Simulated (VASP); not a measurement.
Input:

```
AsB
1.0
    0.00000     2.45252     2.45252
    2.45252     0.00000     2.45252
    2.45252     2.45252     0.00000
B As
1 1
Cartesian
  0.00000   0.00000   0.00000
  1.22626   1.22626   1.22626
```

Computed with vdW-DF2, VASP's PBE PAW potentials (set 64) (plane waves; VASP). Numerical set-up: 520 eV cut-off, Gaussian smearing of 0.050 eV, potentials B As.

Q: Predict the band gap (along the path) with the smallest direct gap where there is one.

A: 
- band gap (along the path) = 1.52 eV
- smallest direct gap (along the path) = 3.32 eV

Total energies compare only between runs with the same potentials, cut-off and functional.

The compound is BAs in the zinc blende structure. It was relaxed first, which changed the volume by +8 %.
